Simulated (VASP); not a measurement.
# Al2Cu (Khatyrkite) with PBE: from relaxation to properties

Wanted: the relaxed cell of Al2Cu (Khatyrkite) and its properties. The steps: relaxing cell and atoms (PBE), single point with fields (PBE), bands along the symmetry lines (PBE), total and projected DOS (PBE), electric field gradients (PBE), volume scan with PBE and fit for PBE. The start is a cell from a database of measured crystal structures.

Main program and level: VASP 6.6.1; PBE; plane waves and PAW (Al, Cu).

### Step 1. The structure

Before any relaxation, the start is as follows. Symmetry: I4/mcm, No. 140, tetragonal system. Conventional cell: a = 6.067 Å, b = 6.067 Å, c = 4.877 Å, α = 90.00°, β = 90.00°, γ = 90.00°. Nearest to Al lie 4 Cu at 2.59 Å and 1 Al at 2.71 Å. Nearest to Cu lie 2 Cu at 2.44 Å and 8 Al at 2.59 Å. Farther neighbours are not listed.

As a file:

```xyz
6
Lattice="-3.0335 3.0335 2.4385 3.0335 -3.0335 2.4385 3.0335 3.0335 -2.4385" Properties=species:S:1:pos:R:3 pbc="T T T"
Al    0.9592    3.9927    0.0000
Al    2.0743    0.9592    0.0000
Al    2.0743   -0.9592    2.4385
Al    0.9592    2.0743    2.4385
Cu    0.0000    0.0000    1.2192
Cu    0.0000    0.0000    3.6578
```

### Step 2. Relaxing cell and atoms (PBE)

The start need not lie at this functional's minimum. ISIF = 3 frees volume, shape and positions, and EDIFFG sets the threshold on forces and stress at which the search stops. PBE, the usual starting point, adds the gradient of the density.

INCAR

```
SYSTEM = Al2Cu
PREC = Accurate
ENCUT = 400
EDIFF = 1E-06
NELM = 100
ISMEAR = 1
SIGMA = 0.2
LREAL = .FALSE.
ALGO = Normal
GGA = PE
NBANDS = 23
LASPH = .TRUE.
LORBIT = 11
LWAVE = .FALSE.
LCHARG = .FALSE.
KPAR = 4
IBRION = 2
NSW = 60
ISIF = 3
EDIFFG = -0.01
```

POSCAR

```
Al2Cu
1.0
   -3.0335000000      3.0335000000      2.4385000000
    3.0335000000     -3.0335000000      2.4385000000
    3.0335000000      3.0335000000     -2.4385000000
Al Cu
4 2
Direct
    0.6581000000      0.1581000000      0.8162000000
    0.1581000000      0.3419000000      0.5000000000
    0.3419000000      0.8419000000      0.1838000000
    0.8419000000      0.6581000000      0.5000000000
    0.2500000000      0.2500000000      0.0000000000
    0.7500000000      0.7500000000      0.0000000000
```

KPOINTS

```
Automatic mesh
0
Gamma
6 6 6
0 0 0
```

PAW data sets: Al and Cu (PBE family, release 64).

Command:

```
mpirun -np 4 vasp_std
```

What it wrote:

```text
[banner, memory and clock lines left out]
running    4 mpi-ranks, on    1 nodes
 distrk:  each k-point on    1 cores,    4 groups
 distr:  one band on    1 cores,    1 groups

 POSCAR found type information on POSCAR AlCu
 POSCAR found :  2 types and       6 ions
 LDA part: xc-table for (Slater+PW92), standard interpolation
 POSCAR, INCAR and KPOINTS ok, starting setup
 FFT: planning ... GRIDC
 FFT: planning ... GRID_SOFT
 FFT: planning ... GRID
 WAVECAR not read
 entering main loop
       N       E                     dE             d eps       ncg     rms          rms(c)
DAV:   1     0.166244058252E+03    0.16624E+03   -0.11719E+04  1380   0.134E+03
DAV:   2    -0.187831736502E+02   -0.18503E+03   -0.17571E+03  1380   0.285E+02
DAV:   3    -0.278876606537E+02   -0.91045E+01   -0.87123E+01  1916   0.856E+01
DAV:   4    -0.280955266124E+02   -0.20787E+00   -0.20763E+00  1921   0.109E+01
DAV:   5    -0.281015590125E+02   -0.60324E-02   -0.60312E-02  2048   0.166E+00    0.213E+01
DAV:   6    -0.337186028753E+02   -0.56170E+01   -0.13525E+02  1663   0.308E+02    0.182E+01
DAV:   7    -0.239975422981E+02    0.97211E+01   -0.32786E+01  1692   0.119E+02    0.479E+00
DAV:   8    -0.234579231182E+02    0.53962E+00   -0.32662E+00  2183   0.379E+01    0.100E+00
DAV:   9    -0.234414918389E+02    0.16431E-01   -0.22466E-01  2217   0.465E+00    0.597E-01
DAV:  10    -0.234479836274E+02   -0.64918E-02   -0.16168E-02  2229   0.279E+00    0.752E-01
DAV:  11    -0.234373988846E+02    0.10585E-01   -0.37192E-02  2116   0.528E+00    0.112E-01
DAV:  12    -0.234376043553E+02   -0.20547E-03   -0.27690E-03  2230   0.400E-01    0.601E-02
DAV:  13    -0.234376140242E+02   -0.96689E-05   -0.36341E-05  1934   0.581E-02    0.549E-02
DAV:  14    -0.234375623873E+02    0.51637E-04   -0.12253E-04  2160   0.308E-01    0.108E-02
DAV:  15    -0.234375619931E+02    0.39411E-06   -0.21195E-05  2168   0.728E-02    0.367E-03
DAV:  16    -0.234375619574E+02    0.35729E-07   -0.34464E-07   991   0.713E-03
   1 F= -.23437562E+02 E0= -.23435640E+02  d E =-.234376E+02
 curvature:   0.00 expect dE= 0.000E+00 dE for cont linesearch  0.000E+00
 trial: gam= 0.00000 g(F)=  0.120E-03 g(S)=  0.979E-02 ort = 0.000E+00 (trialstep = 0.100E+01)
 search vector abs. value=  0.991E-02
 bond charge predicted
       N       E                     dE             d eps       ncg     rms          rms(c)
DAV:   1    -0.234859754962E+02   -0.48414E-01   -0.70589E-01  1958   0.149E+01    0.166E+00
DAV:   2    -0.234886672354E+02   -0.26917E-02   -0.54342E-01  1841   0.208E+01    0.141E+00
DAV:   3    -0.234456689336E+02    0.42998E-01   -0.17495E-01  1784   0.122E+01    0.368E-01
DAV:   4    -0.234437418763E+02    0.19271E-02   -0.85682E-03  2089   0.944E-01    0.143E-01
DAV:   5    -0.234433883916E+02    0.35348E-03   -0.12147E-03  2102   0.911E-01    0.222E-02
DAV:   6    -0.234433921322E+02   -0.37406E-05   -0.11897E-04  2196   0.138E-01    0.787E-03
DAV:   7    -0.234433912747E+02    0.85751E-06   -0.50261E-06  1534   0.411E-02
   2 F= -.23443391E+02 E0= -.23442934E+02  d E =-.582932E-02
[... from here on, the cycles between the ionic steps are left out ...]
   3 F= -.23443574E+02 E0= -.23443307E+02  d E =-.601162E-02
   4 F= -.23443586E+02 E0= -.23443382E+02  d E =-.602404E-02
   5 F= -.23444341E+02 E0= -.23444513E+02  d E =-.754839E-03
   6 F= -.23444342E+02 E0= -.23444552E+02  d E =-.755641E-03
   7 F= -.23444343E+02 E0= -.23444535E+02  d E =-.757374E-03
   8 F= -.23444343E+02 E0= -.23444522E+02  d E =-.756598E-03
   9 F= -.23444510E+02 E0= -.23444747E+02  d E =-.167403E-03
 trial-energy change:   -0.000167  1 .order   -0.000169   -0.000235   -0.000104
 step:   1.8784(harm=  1.8784)  dis= 0.00245  next Energy=   -23.444553 (dE=-0.210E-03)
 bond charge predicted
       N       E                     dE             d eps       ncg     rms          rms(c)
DAV:   1    -0.234446088003E+02   -0.98242E-04   -0.19050E-03  1964   0.592E-01    0.586E-02
DAV:   2    -0.234446103977E+02   -0.15974E-05   -0.63753E-04  1917   0.701E-01    0.449E-02
DAV:   3    -0.234445638927E+02    0.46505E-04   -0.20917E-04  1836   0.413E-01    0.122E-02
DAV:   4    -0.234445624357E+02    0.14571E-05   -0.10999E-05  1902   0.298E-02    0.477E-03
DAV:   5    -0.234445620924E+02    0.34329E-06   -0.11353E-06   774   0.307E-02
  10 F= -.23444562E+02 E0= -.23444841E+02  d E =-.219500E-03
 curvature:  -1.22 expect dE=-0.331E-04 dE for cont linesearch -0.845E-06
 trial: gam= 0.14003 g(F)=  0.280E-05 g(S)=  0.243E-04 ort = 0.142E-04 (trialstep = 0.121E+01)
 search vector abs. value=  0.368E-04
 reached required accuracy - stopping structural energy minimisation
```

Wall time 28 s (4 MPI ranks of Intel Xeon 6975P-C (Granite Rapids), shared host); peak memory 0.81 GiB; 1.8 min of CPU time.

Lines that name or quote the potential files are left out of all logs, and their timing lines are given in words.

From OUTCAR (step 2):

```text
ion  position               nearest neighbor table
   1  0.658  0.158  0.816-   5 2.59   6 2.59   5 2.59   6 2.59   3 2.71   3 2.90   3 2.90   2 3.10
                             4 3.10   4 3.10   2 3.10   2 3.23   4 3.23   4 3.23   2 3.23
   2  0.158  0.342  0.500-   5 2.59   5 2.59   6 2.59   6 2.59   4 2.71   4 2.90   4 2.90   1 3.10
                             3 3.10   1 3.10   3 3.10   1 3.23   3 3.23   3 3.23   1 3.23
   3  0.342  0.842  0.184-   5 2.59   6 2.59   5 2.59   6 2.59   1 2.71   1 2.90   1 2.90   4 3.10
                             2 3.10   2 3.10   4 3.10   4 3.23   2 3.23   4 3.23   2 3.23
   4  0.842  0.658  0.500-   6 2.59   6 2.59   5 2.59   5 2.59   2 2.71   2 2.90   2 2.90   1 3.10
                             3 3.10   1 3.10   3 3.10   1 3.23   3 3.23   1 3.23   3 3.23
   5  0.250  0.250  0.000-   6 2.44   6 2.44   1 2.59   3 2.59   1 2.59   3 2.59   2 2.59   2 2.59
                             4 2.59   4 2.59
   6  0.750  0.750  0.000-   5 2.44   5 2.44   1 2.59   3 2.59   1 2.59   3 2.59   4 2.59   4 2.59
                             2 2.59   2 2.59

  LATTYP: Found a body centered tetragonal cell.
 ALAT       =     6.0670000000
 C/A-ratio  =     0.8038569309

 Subroutine GETGRP returns: Found 16 space group operations
 (whereof  8 operations were pure point group operations)

The static configuration has the point symmetry C_4h.
 The point group associated with its full space group is D_4h.

 Found     30 irreducible k-points:

   k-points           NKPTS =     30   k-points in BZ     NKDIM =     30   number of bands    NBANDS=     23

   dimension x,y,z NGX =    32 NGY =   32 NGZ =   32
   dimension x,y,z NGXF=    64 NGYF=   64 NGZF=   64

   ENCUT  =  400.0 eV  29.40 Ry    5.42 a.u.   8.05  8.05  8.05*2*pi/ulx,y,z

   NELECT =      34.0000    total number of electrons

 k-points in reciprocal lattice and weights: Automatic mesh
   0.00000000  0.00000000  0.00000000       0.005
   0.16666667 -0.00000000  0.00000000       0.037
   0.33333333 -0.00000000  0.00000000       0.037
   0.50000000 -0.00000000  0.00000000       0.019
   0.16666667  0.16666667  0.00000000       0.037
   0.33333333  0.16666667  0.00000000       0.074
   0.50000000  0.16666667  0.00000000       0.074
  -0.33333333  0.16666667 -0.00000000       0.074
  -0.16666667  0.16666667  0.00000000       0.019
[...]
-0.33333333 -0.33333333  0.33333333       0.009
   0.50000000  0.50000000  0.50000000       0.005

 average (electrostatic) potential at core
       1 -72.5777       2 -72.5777       3 -72.5777       4 -72.5777       5 -64.3919
       6 -64.3919

 E-fermi :   7.8118

 k-point     1 :       0.0000    0.0000    0.0000
  band No.  band energies     occupation
    ...
     15       6.5417      2.00000
     16       6.7420      2.00000
     17       6.7420      2.00000
     18       7.1317      2.00002
     19       7.5845      2.06821
     20       8.0493     -0.07047
     21       9.3170     -0.00000
     22       9.3170     -0.00000
     23       9.5155     -0.00000

 k-point     2 :       0.1667   -0.0000    0.0000
  band No.  band energies     occupation
    ...
     14       5.2737      2.00000
     15       5.9737      2.00000
     16       6.1796      2.00000
     17       7.0761      2.00000
     18       7.1557      2.00004
     19       8.0598     -0.07085
     20       9.3090     -0.00000
     21      10.3717     -0.00000
     22      10.4521     -0.00000
     23      11.6752     -0.00000

 k-point     3 :       0.3333   -0.0000    0.0000
  band No.  band energies     occupation
    ...
     13       4.8777      2.00000
     14       5.2054      2.00000
     15       5.3381      2.00000
     16       5.5986      2.00000
     17       7.5415      2.06678
     18       8.5991     -0.00000
     19       9.7547     -0.00000
     20      10.5190     -0.00000
     21      10.6196     -0.00000
     22      12.8269      0.00000
    ...

  Total        0.0382493      0.0382493      0.0097786      0.0000000      0.0000000      0.0000000
  in kB        0.6857760      0.6857760      0.1753210      0.0000000      0.0000000      0.0000000
  external PRESSURE =       0.5156243 kB  Pullay stress =       0.0000000 kB

  energy-cutoff  :      400.00
  volume of cell :       89.36
      direct lattice vectors                 reciprocal lattice vectors
    -3.013520787  3.013520787  2.460048806     0.000000000  0.165918882  0.203248000
     3.013520787 -3.013520787  2.460048806     0.165918882  0.000000000  0.203248000
     3.013520787  3.013520787 -2.460048806     0.165918882  0.165918882  0.000000000

 POSITION                                       TOTAL-FORCE (eV/Angst)
 -----------------------------------------------------------------------------------
      0.95779      3.97131     -0.00000         0.002691      0.002691      0.000000
      2.05573      0.95779     -0.00000        -0.002691      0.002691     -0.000000
      2.05573     -0.95779      2.46005        -0.002691     -0.002691     -0.000000
      0.95779      2.05573      2.46005         0.002691     -0.002691     -0.000000
      0.00000      0.00000      1.23002         0.000000     -0.000000     -0.000000
      0.00000      0.00000      3.69007        -0.000000     -0.000000     -0.000000
 -----------------------------------------------------------------------------------
    total drift:                               -0.000000     -0.000000      0.000000

  FREE ENERGIE OF THE ION-ELECTRON SYSTEM (eV)
  ---------------------------------------------------
  free  energy   TOTEN  =       -23.4445620924 eV

  energy  without entropy=      -23.4453983859  energy(sigma->0) =      -23.44484086

 reached required accuracy - stopping structural energy minimisation

 total charge
# of ion       s       p       d       tot
------------------------------------------
    1        0.420   0.338   0.000   0.759
    2        0.420   0.338   0.000   0.759
    3        0.420   0.338   0.000   0.759
    4        0.420   0.338   0.000   0.759
    5        0.494   0.513   9.119  10.126
    6        0.494   0.513   9.119  10.126
--------------------------------------------------
tot          2.670   2.380  18.238  23.288

[... 3 further parts left out ...]
```

CONTCAR:

```
Al2Cu
   1.00000000000000
    -3.0135207868501643    3.0135207868501643    2.4600488061037002
     3.0135207868501643   -3.0135207868501643    2.4600488061037002
     3.0135207868501643    3.0135207868501643   -2.4600488061037002
  Al              Cu
     4     2
Direct
     0.6589157351758271    0.1589157351758270    0.8178314703516613
     0.1589157351758270    0.3410842648241729    0.5000000000000000
     0.3410842648241729    0.8410842648241729    0.1821685296483389
     0.8410842648241729    0.6589157351758271    0.5000000000000000
     0.2500000000000000    0.2500000000000000    0.0000000000000000
     0.7500000000000000    0.7500000000000000    0.0000000000000000
```

The k-mesh is coarse for a metal. The run keeps the 16 symmetry operations of its start, so it cannot find a distortion of lower symmetry.

The steps of the relaxation:

| step | energy less that of the first step (eV) | largest force (eV/Å) | pressure (GPa) | volume (Å³) |
| --- | --- | --- | --- | --- |
| 1 | 0.0000 | 0.0249 | -0.48 | 89.76 |
| 2 | -0.0058 | 0.0339 | 0.30 | 89.17 |
| 3 | -0.0060 | 0.0358 | 0.35 | 89.07 |
| 4 | -0.0060 | 0.0361 | 0.36 | 89.04 |
| 5 | -0.0068 | 0.0295 | -0.02 | 89.40 |
| 6 | -0.0068 | 0.0290 | -0.10 | 89.44 |
| 7 | -0.0068 | 0.0291 | -0.13 | 89.43 |
| 8 | -0.0068 | 0.0294 | -0.09 | 89.41 |
| 9 | -0.0069 | 0.0148 | 0.03 | 89.38 |
| 10 | -0.0070 | 0.0038 | 0.05 | 89.36 |

| conventional cell, symmetrised | before | after | change |
| --- | --- | --- | --- |
| a (Å) | 6.067 | 6.027 | -0.7 % |
| b (Å) | 6.067 | 6.027 | -0.7 % |
| c (Å) | 4.877 | 4.920 | +0.9 % |
| volume (Å³/atom) | 14.96 | 14.89 | -0.4 % |

Final coordinates:

```cif
data_structure
_symmetry_space_group_name_H-M 'P 1'
_symmetry_Int_Tables_number 1
_cell_length_a 4.9208
_cell_length_b 4.9208
_cell_length_c 4.9208
_cell_angle_alpha 104.473
_cell_angle_beta 104.473
_cell_angle_gamma 120.010
_cell_volume 89.36
loop_
_atom_site_label
_atom_site_type_symbol
_atom_site_fract_x
_atom_site_fract_y
_atom_site_fract_z
_atom_site_occupancy
Al1 Al 0.65892 0.15892 0.81783 1
Al2 Al 0.15892 0.34108 0.50000 1
Al3 Al 0.34108 0.84108 0.18217 1
Al4 Al 0.84108 0.65892 0.50000 1
Cu5 Cu 0.25000 0.25000 0.00000 1
Cu6 Cu 0.75000 0.75000 0.00000 1
```

Numbers from this step:

| Item | Value |
| --- | --- |
| electrons | 34 |
| bands | 23 |
| irreducible k-points | 30 |
| symmetry operations | 16 |
| free energy (TOTEN) | -23.44 eV |
| energy at zero smearing | -23.44 eV |
| Fermi energy | 7.812 eV |
| pressure | 0.05156 GPa |
| metallic | yes |
| SCF cycles over all ionic steps | 64 |

It ends with a largest force of 0.004 eV/Å and a pressure of 0.05 GPa. The volume lies -0.4 % from that of the database's start, which holds the thermal and zero-point expansion of its experiment.

(Continued in part 2 of 5.)

[Lines on the potential files, build, host, timing and source positions are cut from VASP's logs without a mark.]

[Logs are printed without paths, hosts, clocks, repeated set-up lines and the standing remarks that a program may print on its own settings, such as how far it seeks lower states.]

[Hosts, paths, dates, database ids (printed as entryN), source tags and the programs' standing remarks are cut or masked in the printed files.]

[A measured line is paired with the nearest computed mode of its activity, which favours agreement.]
